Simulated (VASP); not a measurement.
A run of VASP 6.6.1 is set up as follows.

INCAR

```
SYSTEM = Ta
ALGO     = Normal         ! electronic algorithm
EDIFF    = 1E-7           ! SCF threshold, eV
EDIFFG   = -0.01          ! ionic threshold
ENCUT    = 300            ! plane-wave cutoff, eV
GGA      = PE             ! functional
IBRION   = 2              ! ionic algorithm
ISIF     = 2              ! what is computed and relaxed
ISMEAR   = 1              ! smearing method
LASPH    = .True.         ! aspherical terms in the spheres
LCHARG   = .False.        ! write CHGCAR
LREAL    = .False.        ! projectors in reciprocal space
LWAVE    = .False.        ! write WAVECAR
NELM     = 80             ! most SCF steps
NSW      = 40             ! ionic steps
PREC     = Accurate       ! precision mode
SIGMA    = 0.1            ! smearing width, eV
```

File KPOINTS:

```
k-points
0
Gamma
  8 8 8
  0 0 0
```

Contents of POSCAR:

```
Ta                                      
1.0
   -1.6479677078      1.6479677078      1.6479677078
    1.6479677078     -1.6479677078      1.6479677078
    1.6479677078      1.6479677078     -1.6479677078
  Ta            
     1
Direct
     0.0000000000000000    0.0000000000000000    0.0000000000000000
```

Potentials or basis: VASP PAW PBE potentials, release 64 (Ta).

Launch:

```console
$ cat potpaw_PBE.64/Ta/POTCAR > POTCAR
$ mpirun -np 1 vasp_std > vasp.out
```

Predict the band gap on the k mesh.

none (metal or under the smearing width).

Final structure:
```cif
data_structure
_symmetry_space_group_name_H-M 'P 1'
_symmetry_Int_Tables_number 1
_cell_length_a 2.8544
_cell_length_b 2.8544
_cell_length_c 2.8544
_cell_angle_alpha 109.471
_cell_angle_beta 109.471
_cell_angle_gamma 109.471
_cell_volume 17.90
loop_
_atom_site_label
_atom_site_type_symbol
_atom_site_fract_x
_atom_site_fract_y
_atom_site_fract_z
_atom_site_occupancy
Ta1 Ta 0.00000 0.00000 0.00000 1
```

Caveat: the relaxation stopped at its first step, so nothing moved. Spin-orbit coupling is left out, which matters for the levels of Ta.
